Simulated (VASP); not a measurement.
Set up this calculation in VASP 6.6.1, as the native input.

| Item | Value |
| --- | --- |
| Task | single point |
| Functional | PBE |
| Potentials or basis | VASP PAW PBE potentials, release 64 (Si, C) |
| Cutoff | 520 eV |
| k mesh | 18 × 18 × 10 |
| Occupations | gaussian, width 0.02 eV |
| Spin | no spin polarisation |
| Further INCAR settings | ALGO = Normal; EDIFF = 1e-07; NBANDS = 16 |

The structure of SiC lies in POSCAR:

```
SiC
1.0
    3.0760000000      0.0000000000      0.0000000000
   -1.5380000000      2.6638941400      0.0000000000
    0.0000000000      0.0000000000      5.0480000000
Si C
2 2
Direct
    0.3333333300      0.6666666700      0.0000000000
    0.6666666700      0.3333333300      0.5000000000
    0.3333333300      0.6666666700      0.3850000000
    0.6666666700      0.3333333300      0.8850000000
```

These files were run (other wordings do the same):

INCAR

```
SYSTEM = SiC
ALGO = Normal
EDIFF = 1E-7
ENCUT = 520
GGA = PE
ISIF = 2
ISMEAR = 0
LASPH = .TRUE.
LCHARG = .FALSE.
LREAL = .FALSE.
LWAVE = .FALSE.
NBANDS = 16
NELM = 100
PREC = Accurate
SIGMA = 0.02
```

KPOINTS

```
k-points
0
G
  18 18 10
  0 0 0
```

Potentials or basis: VASP PAW PBE potentials, release 64 (Si, C).

Launch:

```console
$ cat potpaw_PBE.64/Si/POTCAR potpaw_PBE.64/C/POTCAR > POTCAR
$ mpirun -np 1 vasp_std > vasp.out
```

Results of the run:

The pressure is 3.6 GPa and the largest force is 0.753 eV/Å. The band gap on the k mesh is 2.32 eV, indirect (least direct gap 4.08 eV).

Run time: 76 s on 1 thread of Intel(R) Xeon(R) Platinum 8488C (Sapphire Rapids) (shared host), peak memory 0.24 GiB.
